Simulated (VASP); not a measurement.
```xyz
2
Lattice="0.0000 2.7969 2.7969 2.7969 0.0000 2.7969 2.7969 2.7969 0.0000" Properties=species:S:1:pos:R:3 pbc="T T T"
Ge     0.0000     0.0000     0.0000
Mo     2.7969     2.7969     2.7969
```

Method: r2SCAN meta-GGA, VASP's PBE PAW potentials (set 64) (plane waves; VASP). Run with 400 eV cut-off, 10×10×10 Γ-centred mesh, first-order Methfessel-Paxton smearing of 0.10 eV, potentials Ge_d Mo_sv.

Energy and stress use the plane-wave basis of the starting cell.

The ions, cell shape and volume are relaxed. Which structure does the run end with?

```xyz
2
Lattice="0.0000 2.5571 2.5571 2.5571 0.0000 2.5571 2.5571 2.5571 0.0000" Properties=species:S:1:pos:R:3 pbc="T T T"
Ge     0.0000     0.0000     0.0000
Mo     2.5571     2.5571     2.5571
```
Space group Fm-3m (225), at a tolerance of 0.03 Å.

How do energy and volume change from the first to the last step?

The energy (σ→0) changes by -519.5 meV/atom and the volume by -23.6 %, in 5 ionic steps.

The structure was generated: GeMo was put into the rocksalt type (Fm-3m), which need not be its known phase. This run relaxes it. Symmetry was kept, so distortions that lower it aren't found.
